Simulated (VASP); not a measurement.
Level of theory: PBEsol GGA, VASP's PBE PAW potentials (set 64) (plane waves; VASP 6.6.1).

Input for VASP

POSCAR:
```
Ca(111) slab
24.1181190
  0.1599708505   0.0000000000   0.0000000000
 -0.0799854252   0.1385388070   0.0000000000
  0.0000000000   0.0000000000   1.0000000182
Ca
3
Cartesian
 -0.0000000800   0.0923592508   0.3736489923
  0.0000000000   0.0000000000   0.5000000091
  0.0799855052   0.0461795562   0.6263510259
```

### KPOINTS
```
Automatic mesh
0
Gamma
8 8 1
0 0 0
```

INCAR:
```
# general
SYSTEM=Ca(111) slab
PREC  =Normal
ENCUT =400
LREAL =F   # projection in real space or not
LASPH =T

# electronic loop
EDIFF =1E-6
NELM  =100   # most electronic steps
NELMIN=4
ALGO  =Normal

# smearing
ISMEAR=1   # Methfessel-Paxton
SIGMA =0.1   # width (eV)

# functional
GGA   =PS   # PBEsol

# output
LWAVE =F
LCHARG=F
LORBIT=11   # lm-projected
LVHAR =T

# other
LDIPOL=T
IDIPOL=3
DIPOL =0.5 0.5 0.5
```

POTCAR, in this order: Ca_sv (PBE.64 set). Program: vasp_std. Read from the step before: WAVECAR.

The run wrote:

File OSZICAR:
```
       N       E                     dE             d eps       ncg     rms          rms(c)
DAV:   1    -0.558653799469E+01   -0.55865E+01   -0.10916E-04   443   0.327E-02    0.867E-03
DAV:   2    -0.558651931150E+01    0.18683E-04   -0.10368E-04   453   0.404E-02    0.346E-03
DAV:   3    -0.558651865180E+01    0.65970E-06   -0.72053E-06   418   0.130E-02    0.126E-03
DAV:   4    -0.558651861607E+01    0.35728E-07   -0.13890E-06   412   0.403E-03
   1 F= -.55865186E+01 E0= -.55878815E+01  d E =0.408859E-02
```

File OUTCAR:
```
------------------------ aborting loop because EDIFF is reached ----------------------------------------
  FORCE on cell =-STRESS in cart. coord.  units (eV):
  Direction    XX          YY          ZZ          XY          YZ          ZX
  --------------------------------------------------------------------------------------
  Total        0.1392948      0.1392948      0.0374106     -0.0000000      0.0000000      0.0000000
  in kB        0.7177991      0.7177989      0.1927800     -0.0000000      0.0000000      0.0000000
  external PRESSURE =       0.5427927 kB  Pullay stress =       0.0000000 kB
  volume of cell :      310.92
      direct lattice vectors                 reciprocal lattice vectors
     3.858196009  0.000000000  0.000000000     0.259188491  0.149642559  0.000000000
    -1.929098004  3.341295433  0.000000000     0.000000000  0.299285119  0.000000000
     0.000000000  0.000000000 24.118119440     0.000000000  0.000000000  0.041462603
 POSITION                                       TOTAL-FORCE (eV/Angst)
 -----------------------------------------------------------------------------------
     -0.00000      2.22753      9.01171        -0.000000      0.000000     -0.011183
      0.00000      0.00000     12.05906         0.000000      0.000000      0.000000
      1.92910      1.11376     15.10641         0.000000     -0.000000      0.011183
 -----------------------------------------------------------------------------------
    total drift:                                0.000000      0.000000      0.000000
  FREE ENERGIE OF THE ION-ELECTRON SYSTEM (eV)
  ---------------------------------------------------
  free  energy   TOTEN  =        -5.5865186161 eV

  energy  without entropy=       -5.5906072046  energy(sigma->0) =       -5.58788148

 total charge

# of ion       s       p       d       tot
------------------------------------------
    1        2.097   5.824   0.156   8.078
    2        2.091   5.830   0.175   8.095
    3        2.097   5.824   0.156   8.078
--------------------------------------------------
tot          6.285  17.478   0.488  24.250
```
(Selected blocks of OUTCAR.)

The cell is a thin slab with vacuum, built from Ca (fcc): (111) face.
